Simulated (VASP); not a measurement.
Here is the system:

```
NiSi2
1.0
    0.00000     2.69494     2.69494
    2.69494     0.00000     2.69494
    2.69494     2.69494     0.00000
Si Ni
2 1
Cartesian
  1.34747   1.34747   1.34747
  4.04241   4.04241   4.04241
  0.00000   0.00000   0.00000
```

Level of theory: rev-vdW-DF2, VASP's PBE PAW potentials (set 64) (plane waves; VASP). Run with 520 eV cut-off, 9×9×9 Γ-centred mesh, first-order Methfessel-Paxton smearing of 0.10 eV, potentials Si Ni.

Energy and stress use the plane-wave basis of the starting cell.

**Question.** The ions, cell shape and volume are relaxed. Predict the relaxed structure.

**Answer.** 
```
NiSi2
1.0
    0.00000     2.72081     2.72081
    2.72081     0.00000     2.72081
    2.72081     2.72081     0.00000
Si Ni
2 1
Cartesian
  1.36040   1.36040   1.36040
  4.08121   4.08121   4.08121
  0.00000   0.00000   0.00000
```
Space group Fm-3m (225), at a tolerance of 0.03 Å.

**Question.** How do energy and volume change from the first to the last step?

**Answer.** The energy (σ→0) changes by -5.0 meV/atom and the volume by +2.9 %, in 3 ionic steps.

The compound is NiSi2 in the fluorite structure. This run relaxes it. Symmetry was kept, so distortions that lower it aren't found. The run is not spin-polarised, so no magnetic state was tried.
